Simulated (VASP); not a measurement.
Wanted: the native input for a VASP 6.6.1 run.

```
Task                               : single point
Functional                         : B3LYP
Dispersion                         : D3(BJ)
Potentials or basis                : VASP PAW PBE potentials, release 64 (F_s, Cd, Cl)
Cutoff                             : 400 eV
k mesh                             : 1 × 1 × 1
Occupations                        : gaussian, width 0.01 eV
Spin                               : no spin polarisation
Grid for exact exchange (PRECFOCK) : Normal
Exchange at q = 0                  : default
Further INCAR settings             : ALGO = Normal; EDIFF = 1e-06; NBANDS = 20
```

FCdCl, in a box:

```xyz
3
Lattice="10.0000 0.0000 0.0000 0.0000 14.0000 0.0000 0.0000 0.0000 10.0000" Properties=species:S:1:pos:R:3 pbc="T T T"
F     4.5292    9.0545    4.9828
Cd    4.9757    7.1781    5.0301
Cl    5.4968    4.9875    5.0852
```

One way to write it, as run:

POSCAR

```
CdClF
1.0
   10.0000000000      0.0000000000      0.0000000000
    0.0000000000     14.0000000000      0.0000000000
    0.0000000000      0.0000000000     10.0000000000
F Cd Cl
1 1 1
Direct
    0.4529200000      0.6467500000      0.4982800000
    0.4975700000      0.5127214300      0.5030100000
    0.5496800000      0.3562500000      0.5085200000
```

INCAR.step1

```
SYSTEM = CdClF
PREC = Accurate
ENCUT = 400
EDIFF = 1E-5
ISMEAR = 0
SIGMA = 0.01
LREAL = .FALSE.
LASPH = .TRUE.
NELM = 100
ALGO = Normal
ISIF = 2
LWAVE = .TRUE.
LCHARG = .FALSE.
NBANDS = 20
GGA = PE
```

INCAR.step2

```
SYSTEM = CdClF
PREC = Accurate
ENCUT = 400
EDIFF = 1E-6
ISMEAR = 0
SIGMA = 0.01
LREAL = .FALSE.
LASPH = .TRUE.
NELM = 100
ALGO = Normal
ISIF = 2
LWAVE = .FALSE.
LCHARG = .FALSE.
GGA = B3
LHFCALC = .TRUE.
AEXX = 0.2
AGGAX = 0.72
AGGAC = 0.81
ALDAC = 0.19
PRECFOCK = Normal
IVDW = 12
NBANDS = 20
ISTART = 1
```

KPOINTS

```
Automatic mesh
0
G
  1 1 1
  0 0 0
```

Potentials or basis: VASP PAW PBE potentials, release 64 (F_s, Cd, Cl).

Launch:

```console
$ cat potpaw_PBE.64/F_s/POTCAR potpaw_PBE.64/Cd/POTCAR potpaw_PBE.64/Cl/POTCAR > POTCAR
$ cp INCAR.step1 INCAR
$ mpirun -np 1 vasp_gam > vasp.out
$ cp INCAR.step2 INCAR
$ mpirun -np 1 vasp_gam > vasp.out
```

Results of the run:

| Item | Value |
| --- | --- |
| Largest force | 0.729 eV/Å |
| Gap between the frontier levels | 6.24 eV |
| Dispersion energy per atom | -0.033 eV |

Caveat: the PAW data sets were made with another functional, which shifts forces and pressure a little.

It took 5.1 min on 1 thread of AMD EPYC 9R45 96-Core Processor (Zen 5), with other jobs on the host, peak memory 0.87 GiB.
